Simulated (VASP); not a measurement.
Input:

```
Ru
1.0
    1.34995    -2.33818     0.00000
    1.34995     2.33818     0.00000
    0.00000     0.00000     4.25653
Ru
2
Direct
  0.33333   0.66667   0.25000
  0.66667   0.33333   0.75000
```

Method: PBE GGA with D3 dispersion (zero damping), VASP's PBE PAW potentials (set 64) (plane waves; VASP). Numerical set-up: 520 eV cut-off, 17×17×10 Γ-centred mesh, tetrahedra with Blöchl corrections, potentials Ru_pv.

What does the run give for the energy per atom (σ→0), band gap (on the k-mesh) with the smallest direct gap where there is one?

| Item | Value |
|---|---|
| band gap (on the k-mesh) | none (metal, semimetal or under 0.01 eV) |
| energy per atom (σ→0) | -9787 meV/atom |

The compound is Ru in the hcp structure. It was relaxed first.
